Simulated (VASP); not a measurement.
OSZICAR of a VASP run on C (graphite):

### OSZICAR
```
...
DAV:  11    -0.385970601528E+02    0.13811E-05   -0.51806E-06  1380   0.196E-02    0.683E-03
DAV:  12    -0.385970611346E+02   -0.98188E-06   -0.12859E-06  1228   0.870E-03    0.132E-03
DAV:  13    -0.385970612014E+02   -0.66714E-07   -0.19704E-07  1252   0.323E-03
   1 F= -.36241449E+02 E0= -.36241449E+02  d E =-.362414E+02
       N       E                     dE             d eps       ncg     rms          rms(c)
DAV:   1    -0.384326934224E+02    0.16437E+00   -0.50940E+00  1096   0.235E+01    0.206E+00
DAV:   2    -0.383566847298E+02    0.76009E-01   -0.13267E-01  1140   0.286E+00    0.115E+00
DAV:   3    -0.383295803850E+02    0.27104E-01   -0.78345E-02  1088   0.205E+00    0.162E-01
DAV:   4    -0.383295471831E+02    0.33202E-04   -0.14783E-03  1236   0.317E-01    0.115E-01
DAV:   5    -0.383294797155E+02    0.67468E-04   -0.11738E-04  1192   0.109E-01    0.106E-02
DAV:   6    -0.383294814132E+02   -0.16977E-05   -0.46436E-06  1252   0.176E-02    0.477E-03
DAV:   7    -0.383294818690E+02   -0.45582E-06   -0.44667E-07  1228   0.536E-03    0.137E-03
DAV:   8    -0.383294820597E+02   -0.19074E-06   -0.15474E-07  1168   0.314E-03    0.840E-04
DAV:   9    -0.383294820626E+02   -0.28817E-08   -0.10792E-08   816   0.895E-04
   2 F= -.36179690E+02 E0= -.36179690E+02  d E =0.617597E-01
       N       E                     dE             d eps       ncg     rms          rms(c)
DAV:   1    -0.385967131858E+02   -0.26723E+00   -0.17587E+00  1088   0.134E+01    0.122E+00
DAV:   2    -0.385696673933E+02    0.27046E-01   -0.39913E-02  1156   0.161E+00    0.683E-01
DAV:   3    -0.385596939992E+02    0.99734E-02   -0.30050E-02  1096   0.123E+00    0.964E-02
DAV:   4    -0.385596664326E+02    0.27567E-04   -0.56257E-04  1172   0.192E-01    0.630E-02
DAV:   5    -0.385596389992E+02    0.27433E-04   -0.39172E-05  1196   0.639E-02    0.645E-03
DAV:   6    -0.385596394402E+02   -0.44105E-06   -0.99692E-07  1236   0.836E-03    0.207E-03
DAV:   7    -0.385596395579E+02   -0.11765E-06   -0.26905E-07  1200   0.408E-03    0.579E-04
DAV:   8    -0.385596396051E+02   -0.47235E-07   -0.21412E-08   832   0.123E-03
   3 F= -.36287513E+02 E0= -.36287513E+02  d E =-.460636E-01
       N       E                     dE             d eps       ncg     rms          rms(c)
DAV:   1    -0.387419309217E+02   -0.18229E+00   -0.63411E+00  1008   0.212E+01    0.171E+00
DAV:   2    -0.386129853146E+02    0.12895E+00   -0.16971E-01  1052   0.324E+00    0.901E-01
DAV:   3    -0.385619472726E+02    0.51038E-01   -0.16004E-01  1148   0.282E+00    0.238E-01
DAV:   4    -0.385620440004E+02   -0.96728E-04   -0.34719E-03  1140   0.469E-01    0.165E-01
DAV:   5    -0.385619598050E+02    0.84195E-04   -0.46940E-04  1192   0.203E-01    0.116E-02
DAV:   6    -0.385619729061E+02   -0.13101E-04   -0.13074E-05  1240   0.325E-02    0.108E-02
DAV:   7    -0.385619789119E+02   -0.60058E-05   -0.89504E-06  1120   0.235E-02    0.244E-03
DAV:   8    -0.385619787392E+02    0.17274E-06   -0.15147E-07  1112   0.327E-03    0.161E-03
DAV:   9    -0.385619786459E+02    0.93289E-07   -0.20534E-08   772   0.121E-03
   4 F= -.36363545E+02 E0= -.36363545E+02  d E =-.760326E-01
       N       E                     dE             d eps       ncg     rms          rms(c)
DAV:   1    -0.401785660178E+02   -0.16166E+01   -0.64914E+01  1008   0.705E+01    0.559E+00
DAV:   2    -0.389786067478E+02    0.12000E+01   -0.17075E+00  1108   0.105E+01    0.289E+00
DAV:   3    -0.385139196633E+02    0.46469E+00   -0.14419E+00  1144   0.857E+00    0.704E-01
DAV:   4    -0.385143343183E+02   -0.41466E-03   -0.42255E-02  1168   0.153E+00    0.219E-01
DAV:   5    -0.385132437941E+02    0.10905E-02   -0.28434E-03  1200   0.431E-01    0.248E-02
DAV:   6    -0.385132619294E+02   -0.18135E-04   -0.85525E-05  1244   0.718E-02    0.215E-02
DAV:   7    -0.385132704677E+02   -0.85383E-05   -0.21721E-05  1168   0.385E-02    0.688E-03
DAV:   8    -0.385132695168E+02    0.95094E-06   -0.25735E-06  1196   0.132E-02    0.213E-03
DAV:   9    -0.385132696900E+02   -0.17316E-06   -0.82562E-08   844   0.254E-03    0.124E-03
DAV:  10    -0.385132697595E+02   -0.69538E-07   -0.36719E-08   700   0.166E-03
   5 F= -.36537048E+02 E0= -.36537048E+02  d E =-.249535E+00
       N       E                     dE             d eps       ncg     rms          rms(c)
DAV:   1    -0.436014470483E+02   -0.50882E+01   -0.35895E+02  1016   0.183E+02    0.134E+01
DAV:   2    -0.392034034382E+02    0.43980E+01   -0.92687E+00  1180   0.266E+01    0.706E+00
DAV:   3    -0.372051645119E+02    0.19982E+01   -0.60456E+00  1152   0.186E+01    0.180E+00
DAV:   4    -0.372034377197E+02    0.17268E-02   -0.16711E-01  1176   0.333E+00    0.543E-01
DAV:   5    -0.371963955788E+02    0.70421E-02   -0.13567E-02  1176   0.958E-01    0.732E-02
DAV:   6    -0.371964071608E+02   -0.11582E-04   -0.65608E-04  1204   0.226E-01    0.453E-02
DAV:   7    -0.371963953939E+02    0.11767E-04   -0.28133E-05  1164   0.456E-02    0.184E-02
DAV:   8    -0.371963937539E+02    0.16400E-05   -0.33859E-06  1184   0.180E-02    0.141E-03
DAV:   9    -0.371963936540E+02    0.99895E-07   -0.13458E-07   832   0.323E-03
   6 F= -.35669699E+02 E0= -.35669133E+02  d E =0.617814E+00
       N       E                     dE             d eps       ncg     rms          rms(c)
DAV:   1    -0.475856842938E+02   -0.10389E+02   -0.31530E+02  1008   0.137E+02    0.108E+01
DAV:   2    -0.416050245676E+02    0.59807E+01   -0.92789E+00  1096   0.270E+01    0.666E+00
DAV:   3    -0.386113623945E+02    0.29937E+01   -0.12704E+01  1148   0.235E+01    0.258E+00
DAV:   4    -0.385107834717E+02    0.10058E+00   -0.33660E-01  1128   0.410E+00    0.139E+00
DAV:   5    -0.384893972773E+02    0.21386E-01   -0.76607E-02  1096   0.223E+00    0.959E-02
DAV:   6    -0.384900164032E+02   -0.61913E-03   -0.19203E-03  1252   0.410E-01    0.134E-01
DAV:   7    -0.384900807598E+02   -0.64357E-04   -0.98811E-05  1180   0.872E-02    0.970E-02
DAV:   8    -0.384899430627E+02    0.13770E-03   -0.21025E-04  1116   0.109E-01    0.302E-02
DAV:   9    -0.384899312657E+02    0.11797E-04   -0.41956E-05  1232   0.530E-02    0.354E-03
DAV:  10    -0.384899314778E+02   -0.21210E-06   -0.66334E-07  1228   0.694E-03    0.200E-03
DAV:  11    -0.384899317253E+02   -0.24757E-06   -0.64253E-08   776   0.222E-03    0.175E-04
DAV:  12    -0.384899317217E+02    0.35870E-08   -0.74679E-09   660   0.846E-04
   7 F= -.36549861E+02 E0= -.36549861E+02  d E =-.262348E+00
       N       E                     dE             d eps       ncg     rms          rms(c)
DAV:   1    -0.385432707596E+02   -0.53339E-01   -0.36441E+00  1008   0.161E+01    0.129E+00
DAV:   2    -0.384741464632E+02    0.69124E-01   -0.91012E-02  1088   0.241E+00    0.684E-01
DAV:   3    -0.384472505453E+02    0.26896E-01   -0.84394E-02  1168   0.207E+00    0.168E-01
DAV:   4    -0.384472274498E+02    0.23095E-04   -0.13761E-03  1188   0.310E-01    0.128E-01
DAV:   5    -0.384470998319E+02    0.12762E-03   -0.25880E-04  1152   0.148E-01    0.859E-03
DAV:   6    -0.384471013930E+02   -0.15612E-05   -0.41937E-06  1236   0.193E-02    0.754E-03
DAV:   7    -0.384471035480E+02   -0.21550E-05   -0.15562E-06  1176   0.110E-02    0.242E-03
DAV:   8    -0.384471033208E+02    0.22728E-06   -0.34988E-07  1132   0.446E-03    0.661E-04
DAV:   9    -0.384471033551E+02   -0.34375E-07   -0.59810E-08   624   0.213E-03
   8 F= -.36555661E+02 E0= -.36555661E+02  d E =-.268148E+00
       N       E                     dE             d eps       ncg     rms          rms(c)
DAV:   1    -0.384573332192E+02   -0.10230E-01   -0.92382E-02  1008   0.253E+00    0.205E-01
DAV:   2    -0.384555484713E+02    0.17847E-02   -0.22520E-03  1092   0.381E-01    0.109E-01
DAV:   3    -0.384548481266E+02    0.70034E-03   -0.22246E-03  1164   0.334E-01    0.273E-02
DAV:   4    -0.384548481593E+02   -0.32647E-07   -0.34546E-05  1196   0.494E-02    0.236E-02
DAV:   5    -0.384548433682E+02    0.47910E-05   -0.83712E-06  1140   0.258E-02    0.279E-03
DAV:   6    -0.384548431934E+02    0.17487E-06   -0.48127E-07  1200   0.593E-03    0.250E-03
DAV:   7    -0.384548429728E+02    0.22053E-06   -0.10257E-07   724   0.279E-03    0.140E-03
DAV:   8    -0.384548428952E+02    0.77610E-07   -0.50028E-08   584   0.177E-03
   9 F= -.36555738E+02 E0= -.36555738E+02  d E =-.268225E+00
       N       E                     dE             d eps       ncg     rms          rms(c)
DAV:   1    -0.384791127597E+02   -0.24270E-01   -0.12076E-01  1108   0.372E+00    0.317E-01
DAV:   2    -0.384778600207E+02    0.12527E-02   -0.20413E-03  1204   0.391E-01    0.183E-01
DAV:   3    -0.384773439519E+02    0.51607E-03   -0.11799E-03  1104   0.257E-01    0.250E-02
DAV:   4    -0.384773392074E+02    0.47445E-05   -0.17550E-05  1192   0.358E-02    0.171E-02
DAV:   5    -0.384773343193E+02    0.48882E-05   -0.37885E-06  1200   0.167E-02    0.207E-03
DAV:   6    -0.384773342624E+02    0.56870E-07   -0.88632E-08   908   0.242E-03
  10 F= -.36549599E+02 E0= -.36549599E+02  d E =0.613885E-02
       N       E                     dE             d eps       ncg     rms          rms(c)
DAV:   1    -0.384613565393E+02    0.15978E-01   -0.82632E-02  1104   0.310E+00    0.262E-01
DAV:   2    -0.384605131722E+02    0.84337E-03   -0.14325E-03  1208   0.326E-01    0.152E-01
DAV:   3    -0.384601746422E+02    0.33853E-03   -0.79491E-04  1100   0.212E-01    0.209E-02
DAV:   4    -0.384601721882E+02    0.24540E-05   -0.11819E-05  1192   0.295E-02    0.143E-02
DAV:   5    -0.384601713424E+02    0.84583E-06   -0.26343E-06  1188   0.140E-02    0.163E-03
DAV:   6    -0.384601713910E+02   -0.48682E-07   -0.62335E-08   896   0.202E-03
  11 F= -.36556031E+02 E0= -.36556031E+02  d E =-.293535E-03
```

Problem. Which electronic solver shows in the log?

Solution. It is blocked Davidson (ALGO = Normal, or the opening steps of other solvers). The INCAR had ALGO = Normal.

Problem. Can the final energy be trusted as converged?

Solution. The run converged. It stopped with EDIFF = 1E-7, NELM = 100, NSW = 40 and EDIFFG = -0.01 after 11 ionic steps (PBEsol GGA, plane waves, VASP's PBE PAW potentials (set 64)). Energy and stress use the plane-wave basis of the starting cell. Without a dispersion term in the relaxation, distances and binding between the weakly bound layers, chains or molecules are unreliable, and so is what depends on them.

The compound is C in the graphite structure. This run relaxes it under an external pressure of 10 GPa. Symmetry was kept, so distortions that lower it aren't found.
